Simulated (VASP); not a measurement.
```cif
data_Au4
_chemical_formula_sum 'Au4'
_space_group_name_H-M_alt 'Fm-3m'
_space_group_IT_number 225
_space_group_name_Hall '-F 4 2 3'
_cell_length_a 4.09420
_cell_length_b 4.09420
_cell_length_c 4.09420
_cell_angle_alpha 90.000
_cell_angle_beta 90.000
_cell_angle_gamma 90.000
loop_
_atom_site_label
_atom_site_type_symbol
_atom_site_symmetry_multiplicity
_atom_site_Wyckoff_symbol
_atom_site_fract_x
_atom_site_fract_y
_atom_site_fract_z
_atom_site_occupancy
Au1 Au 4 a 0.00000 0.00000 0.00000 1
```
(The calculation used a cell of 1 atom; values per cell refer to that cell.)

Method: vdW-DF-cx, VASP's PBE PAW potentials (set 64) (plane waves; VASP). Numerical set-up: 520 eV cut-off, 15×15×15 Γ-centred mesh, first-order Methfessel-Paxton smearing of 0.10 eV, potentials Au.

Question: Give the energy at these volumes per atom, relative to the lowest: 16.12, 16.63, 17.15, 17.66, 18.18 Å³.

Answer: 38.0, 9.0, 0.0, 7.4, 28.3 meV/atom. A third-order Birch-Murnaghan fit gives B0 = 169 GPa and B0′ = 5.6.

Measured: bulk modulus 182 GPa at 0 K (computed value off by -6.9 %), as given by Daniel Mejia-Rodriguez et al., Physical Review B (2018), arXiv:1807.09216 [0 K value with the zero-point phonon effect removed]; a 4.062 Å at 0 K (computed value off by +0.8 %), as given by Daniel Mejia-Rodriguez et al., Physical Review B (2018), arXiv:1807.09216 [static lattice: zero-point anharmonic expansion removed].

The compound is Au in the fcc structure. It was relaxed first.
